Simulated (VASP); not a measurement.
# GaIr (Pm-3m) in VASP: single point with LDA

Aim: the single point of GaIr with LDA.

Program: VASP 6.6.1. These are calculated values, not measurements. Logs are shortened: lines on timing, memory, paths and dates and some standing lists are left out, and cuts for length are marked.

### Step 1. Starting point

It takes space group Pm-3m (No. 221, cubic). The conventional cell has a = 3.004 Å, b = 3.004 Å, c = 3.004 Å, α = 90.00°, β = 90.00°, γ = 90.00°. Ga (site symmetry m-3m) is surrounded by 8 Ir at 2.60 Å. Around Ir (site symmetry m-3m) lie 8 Ga at 2.60 Å.

### Step 2. Single point, LDA

File INCAR:

```
PREC = Accurate
ENCUT = 520
EDIFF = 1E-6
ISMEAR = 0
SIGMA = 0.15
LREAL = F
LASPH = T
NELM = 100
ALGO = Fast
ISIF = 2
LWAVE = F
LCHARG = T
LELF = T
LVHAR = T
NBANDS = 18
```

File KPOINTS:

```
regular mesh
0
Gamma
  16 16 16
```

File POSCAR:

```
GaIr
1.0
    3.0040000000      0.0000000000      0.0000000000
    0.0000000000      3.0040000000      0.0000000000
    0.0000000000      0.0000000000      3.0040000000
Ga Ir
1 1
Direct
    0.0000000000      0.0000000000      0.0000000000
    0.5000000000      0.5000000000      0.5000000000
```

Potentials or basis: VASP PAW LDA potentials, release 64 (Ga_d, Ir).

The run is started by

```console
$ cat potpaw_LDA.64/Ga_d/POTCAR potpaw_LDA.64/Ir/POTCAR > POTCAR
$ mpirun -np 1 vasp_std > vasp.out
```

OUTCAR:

```text
PREC = Accurate
   ENCUT = 520
   EDIFF = 1E-6
   ISMEAR = 0
   LREAL = F
   LASPH = T
   NELM = 100
   ISIF = 2

 ion  position               nearest neighbor table
   1  0.000  0.000  0.000-   2 2.60   2 2.60   2 2.60   2 2.60   2 2.60   2 2.60   2 2.60   2 2.60

   2  0.500  0.500  0.500-   1 2.60   1 2.60   1 2.60   1 2.60   1 2.60   1 2.60   1 2.60   1 2.60

  LATTYP: Found a simple cubic cell.
 ALAT       =     3.0040000000

  Lattice vectors:

 A1 = (   3.0040000000,   0.0000000000,   0.0000000000)
 A2 = (   0.0000000000,   3.0040000000,   0.0000000000)
 A3 = (   0.0000000000,   0.0000000000,   3.0040000000)

Analysis of symmetry for initial positions (statically):
=====================================================================
 Subroutine PRICEL returns:
 Original cell was already a primitive cell.

 Routine SETGRP: Setting up the symmetry group for a
 simple cubic supercell.

 Subroutine GETGRP returns: Found 48 space group operations
 (whereof 48 operations were pure point group operations)
 out of a pool of 48 trial point group operations.

The static configuration has the point symmetry O_h .

Analysis of symmetry for dynamics (positions and initial velocities):
=====================================================================
 Subroutine PRICEL returns:
 Original cell was already a primitive cell.

 Routine SETGRP: Setting up the symmetry group for a
 simple cubic supercell.

 Subroutine GETGRP returns: Found 48 space group operations
 (whereof 48 operations were pure point group operations)
 out of a pool of 48 trial point group operations.

The dynamic configuration has the point symmetry O_h .

 Subroutine INISYM returns: Found 48 space group operations
 (whereof 48 operations are pure point group operations),
 and found     1 'primitive' translations

----------------------------------------------------------------------------------------

                                     Primitive cell

  volume of cell :      27.1081

  direct lattice vectors                    reciprocal lattice vectors
     3.004000000  0.000000000  0.000000000     0.332889481  0.000000000  0.000000000
     0.000000000  3.004000000  0.000000000     0.000000000  0.332889481  0.000000000
     0.000000000  0.000000000  3.004000000     0.000000000  0.000000000  0.332889481

  length of vectors
     3.004000000  3.004000000  3.004000000     0.332889481  0.332889481  0.332889481

  position of ions in fractional coordinates (direct lattice)
     0.000000000  0.000000000  0.000000000
     0.500000000  0.500000000  0.500000000

  ion indices of the primitive-cell ions
   primitive index   ion index
                 1           1
                 2           2

----------------------------------------------------------------------------------------

 KPOINTS: regular mesh

Automatic generation of k-mesh.
 Grid dimensions read from file:
 generate k-points for:   16   16   16

 Generating k-lattice:

  Cartesian coordinates                     Fractional coordinates (reciprocal lattice)
     0.020805593  0.000000000  0.000000000     0.062500000  0.000000000  0.000000000
     0.000000000  0.020805593  0.000000000     0.000000000  0.062500000  0.000000000
     0.000000000  0.000000000  0.020805593     0.000000000  0.000000000  0.062500000

  Length of vectors
     0.020805593  0.020805593  0.020805593

  Shift w.r.t. Gamma in fractional coordinates (k-lattice)
     0.000000000  0.000000000  0.000000000

 Subroutine IBZKPT returns following result:
 ===========================================

 Found    165 irreducible k-points:

 Following reciprocal coordinates:
            Coordinates               Weight
  0.000000  0.000000  0.000000      1.000000
  0.062500  0.000000  0.000000      6.000000
  0.125000  0.000000  0.000000      6.000000
  0.187500  0.000000  0.000000      6.000000
  0.250000  0.000000  0.000000      6.000000
  0.312500  0.000000  0.000000      6.000000
[... 16 lines left out ...]
  0.437500  0.125000  0.000000     24.000000
  0.500000  0.125000  0.000000     12.000000
 [... further k-points ...]
   k-points           NKPTS =    165   k-points in BZ     NKDIM =    165   number of bands    NBANDS=     18
   number of dos      NEDOS =    301   number of ions     NIONS =      2
   total plane-waves  NPLWV =  13824
   dimension x,y,z NGX =    24 NGY =   24 NGZ =   24
   dimension x,y,z NGXF=    48 NGYF=   48 NGZF=   48
   ions per type =               1   1
   NGX,Y,Z   is equivalent  to a cutoff of  13.28, 13.28, 13.28 a.u.
   NGXF,Y,Z  is equivalent  to a cutoff of  26.56, 26.56, 26.56 a.u.
 SYSTEM =  unknown system
   PREC   = accura    normal or accurate (medium, high low for compatibility)
   ISTART =      0    job   : 0-new  1-cont  2-samecut
   ICHARG =      2    charge: 1-file 2-atom 10-const
   ISPIN  =      1    spin polarized calculation?
   LNONCOLLINEAR =      F non collinear calculations
   LSORBIT =      F    spin-orbit coupling
   LASPH  =      T    aspherical Exc in radial PAW
   ENCUT  =  520.0 eV  38.22 Ry    6.18 a.u.   5.59  5.59  5.59*2*pi/ulx,y,z
   NELM   =    100;   NELMIN=  2; NELMDL= -5     # of ELM steps
   EDIFF  = 0.1E-05   stopping-criterion for ELM
   LREAL  =      F    real-space projection
   EDIFFG = 0.1E-04   stopping-criterion for IOM
   NSW    =      0    number of steps for IOM
   IBRION =     -1    ionic relax: 0-MD 1-quasi-New 2-CG
   NFREE  =      0    steps in history (QN), initial steepest desc. (CG)
   ISIF   =      2    stress and relaxation
   ISYM   =      2    0-nonsym 1-usesym 2-fastsym
   POTIM  = 0.5000    time-step for ionic-motion
   TEBEG  =    0.0;   TEEND  =   0.0 temperature during run
   PSTRESS=    0.0 pullay stress
   NELECT =      22.0000    total number of electrons
   NUPDOWN=      -1.0000    fix difference up-down
   EMIN   =  10.00;   EMAX   =-10.00  energy-range for DOS
   EFERMI =   0.00;   METHOD = LEGACY
   ISMEAR =     0;   SIGMA  =   0.15  broadening in eV -4-tet -1-fermi 0-gaus
   EFERMI_NEDOS =   21; number of points for ismear=-14 and -15
   IALGO  =     68    algorithm
   IMIX   =      4    mixing-type and parameters
     AMIX     =   0.40;   BMIX     =  1.00
     AMIX_MAG =   1.60;   BMIX_MAG =  1.00
  volume/ion in A,a.u.               =      13.55        91.47
  Fermi-wavevector in a.u.,A,eV,Ry     =   1.527035  2.885679 31.726574  2.331837
  Thomas-Fermi vector in A             =   2.634987
   LORBIT       =      0    0 simple, 1 ext, 2 COOP (PROOUT), +10 PAW based schemes
   GGA     = CA    functional components
   LHFCALC =     F    Hartree Fock is set to
   AEXX    =    0.0000 exact exchange contribution
   IVDW    =     0    specifies the selected vdW correction
   LEPSILON=     F    determine dielectric tensor
   LRPA    =     F    only Hartree local field effects (RPA)
 non-spin polarized calculation
 RMM-DIIS sequential band-by-band and
 Gauss-broadening in eV      SIGMA  =   0.15
  energy-cutoff  :      520.00
  volume of cell :       27.11
 maximum number of plane-waves:       743
 NGX is ok and might be reduce to    24
   NGX = 11   NGY = 11   NGZ = 11

 number of electron      22.0000007 magnetization

 Free energy of the ion-electron system (eV)
  ---------------------------------------------------
  ext. energy  EPLUGINS =         0.00000000
  ---------------------------------------------------
  free energy    TOTEN  =       -14.77729566 eV

  energy without entropy =      -14.77048914  energy(sigma->0) =      -14.77389240

 E-fermi :  10.0461     XC(G=0): -13.7826

 val. band max:       10.0377542765   @ k =   0.4375   0.4375   0.0625
 cond. band min:      10.0468361847   @ k =   0.5000   0.3750   0.0000
 fundamental gap:      0.0090819081
 Fermi energy:        10.0461209180

 k-point     1 :       0.0000    0.0000    0.0000
  band No.  band energies     occupation
      1      -5.7217      2.00000
      2      -5.7217      2.00000
      3      -5.4580      2.00000
      4      -5.4580      2.00000
      5      -5.4580      2.00000
      6      -3.0268      2.00000
[... 10 lines left out ...]
     17      22.7645      0.00000
     18      28.2649      0.00000

 k-point     2 :       0.0625    0.0000    0.0000
  band No.  band energies     occupation
      1      -5.7191      2.00000
      2      -5.7121      2.00000
      3      -5.4600      2.00000
      4      -5.4600      2.00000
      5      -5.4568      2.00000
      6      -2.9476      2.00000
[... 10 lines left out ...]
     17      23.0321      0.00000
     18      28.3553      0.00000

 k-point     3 :       0.1250    0.0000    0.0000
  band No.  band energies     occupation
      1      -5.7115      2.00000
      2      -5.6847      2.00000
      3      -5.4655      2.00000
      4      -5.4655      2.00000
      5      -5.4532      2.00000
      6      -2.7119      2.00000
[... 10 lines left out ...]
     17      23.9497      0.00000
     18      28.3654      0.00000

 k-point     4 :       0.1875    0.0000    0.0000
  band No.  band energies     occupation
      1      -5.7001      2.00000
      2      -5.6441      2.00000
      3      -5.4737      2.00000
      4      -5.4737      2.00000
      5      -5.4479      2.00000
      6      -2.3249      2.00000
[... 10 lines left out ...]
     17      25.5294      0.00000
     18      27.9586      0.00000

 k-point     5 :       0.2500    0.0000    0.0000
  band No.  band energies     occupation
      1      -5.6866      2.00000
      2      -5.5968      2.00000
      3      -5.4834      2.00000
      4      -5.4834      2.00000
      5      -5.4417      2.00000
      6      -1.7953      2.00000
[... 10 lines left out ...]
     17      26.9024      0.00000
     18      27.0699      0.00000

 k-point     6 :       0.3125    0.0000    0.0000
  band No.  band energies     occupation
      1      -5.6731      2.00000
      2      -5.5500      2.00000
      3      -5.4929      2.00000
      4      -5.4929      2.00000
      5      -5.4354      2.00000
      6      -1.1345      2.00000
[... 10 lines left out ...]
     17      25.5337      0.00000
     18      25.6210      0.00000

 k-point     7 :       0.3750    0.0000    0.0000
  band No.  band energies     occupation
      1      -5.6617      2.00000
      2      -5.5108      2.00000
      3      -5.5010      2.00000
      4      -5.5010      2.00000
      5      -5.4301      2.00000
      6      -0.3578      2.00000
[... 10 lines left out ...]
     17      24.0987      0.00000
     18      24.1952      0.00000

 k-point     8 :       0.4375    0.0000    0.0000
  band No.  band energies     occupation
      1      -5.6540      2.00000
      2      -5.5064      2.00000
      3      -5.5064      2.00000
      4      -5.4848      2.00000
      5      -5.4265      2.00000
      6       0.5134      2.00000
[... 10 lines left out ...]
     17      22.6890      0.00000
     18      22.7549      0.00000
[... 229 lines left out ...]
     17      25.0922      0.00000
     18      26.4557      0.00000

 k-point    20 :       0.2500    0.1250    0.0000
  band No.  band energies     occupation
      1      -5.6642      2.00000
      2      -5.5778      2.00000
      3      -5.5078      2.00000
      4      -5.4921      2.00000
      5      -5.4494      2.00000
      6      -1.4973      2.00000
[... 10 lines left out ...]
     17      24.8186      0.00000
     18      27.1279      0.00000

 k-point    21 :       0.3125    0.1250    0.0000
  band No.  band energies     occupation
      1      -5.6522      2.00000
      2      -5.5319      2.00000
      3      -5.5224      2.00000
      4      -5.5018      2.00000
      5      -5.4484      2.00000
      6      -0.8528      2.00000
[... 10 lines left out ...]
     17      23.3014      0.00000
     18      25.5137      0.00000

 k-point    22 :       0.3750    0.1250    0.0000
  band No.  band energies     occupation
      1      -5.6422      2.00000
      2      -5.5345      2.00000
      3      -5.5099      2.00000
      4      -5.4933      2.00000
      5      -5.4476      2.00000
      6      -0.1001      2.00000
[... 10 lines left out ...]
     17      23.3839      0.00000
     18      24.1690      0.00000

 k-point    23 :       0.4375    0.1250    0.0000
  band No.  band energies     occupation
      1      -5.6356      2.00000
      2      -5.5424      2.00000
      3      -5.5153      2.00000
      4      -5.4677      2.00000
      5      -5.4472      2.00000
      6       0.7392      2.00000
[... 10 lines left out ...]
     17      22.9531      0.00000
     18      23.6373      0.00000

 k-point    24 :       0.5000    0.1250    0.0000
  band No.  band energies     occupation
      1      -5.6332      2.00000
      2      -5.5451      2.00000
      3      -5.5172      2.00000
      4      -5.4587      2.00000
      5      -5.4470      2.00000
      6       1.5623      2.00000
[... 10 lines left out ...]
     17      22.2604      0.00000
     18      23.7760      0.00000

 [... further k-points ...]

------------------------ aborting loop because EDIFF is reached ----------------------------------------

  FORCE on cell =-STRESS in cart. coord.  units (eV):
  Direction    XX          YY          ZZ          XY          YZ          ZX
  --------------------------------------------------------------------------------------
  -------------------------------------------------------------------------------------
  Total       -0.0113796     -0.0113796     -0.0113796     -0.0000000     -0.0000000      0.0000000
  in kB       -0.6725694     -0.6725694     -0.6725694     -0.0000000     -0.0000000      0.0000000
  external PRESSURE =      -0.6725694 kB  Pullay stress =       0.0000000 kB

 VOLUME and BASIS-vectors are now :
 -----------------------------------------------------------------------------
  energy-cutoff  :      520.00
  volume of cell :       27.11
      direct lattice vectors                 reciprocal lattice vectors
     3.004000000  0.000000000  0.000000000     0.332889481  0.000000000  0.000000000
     0.000000000  3.004000000  0.000000000     0.000000000  0.332889481  0.000000000
     0.000000000  0.000000000  3.004000000     0.000000000  0.000000000  0.332889481

 POSITION                                       TOTAL-FORCE (eV/Angst)
 -----------------------------------------------------------------------------------
      0.00000      0.00000      0.00000         0.000000      0.000000      0.000000
      1.50200      1.50200      1.50200         0.000000      0.000000      0.000000
 -----------------------------------------------------------------------------------
    total drift:                                0.000000      0.000000     -0.000000

  FREE ENERGIE OF THE ION-ELECTRON SYSTEM (eV)
  ---------------------------------------------------
  free  energy   TOTEN  =       -14.7772956623 eV

  energy  without entropy=      -14.7704891437  energy(sigma->0) =      -14.77389240
```

Wall time 43 s (1 thread of Intel Xeon Platinum 8259CL at 2.50GHz (Skylake/Cascade Lake), shared host); peak memory 0.2 GiB.

Results:

```
Free energy            : -14.7773 eV
Pressure               : -0.1 GPa
Band gap on the k mesh : none (metal or under the smearing width)
```

Levels at points of the mesh, in eV from the Fermi level:
```tsv
k point	band 8	band 9	band 10	band 11	band 12	band 13	band 14	band 15
(0.00, 0.00, 0.00)	-5.30	-1.50	-1.50	-1.50	3.77	3.77	3.77	9.33
(0.50, 0.00, 0.00)	-4.97	-3.73	-3.73	-1.46	0.22	8.80	10.94	10.95
(0.50, 0.50, 0.00)	-3.50	-3.50	-2.70	-2.70	-0.22	2.90	3.50	8.27
(0.50, 0.50, 0.50)	-6.83	-1.82	-0.12	-0.12	3.53	3.53	3.53	6.40
```
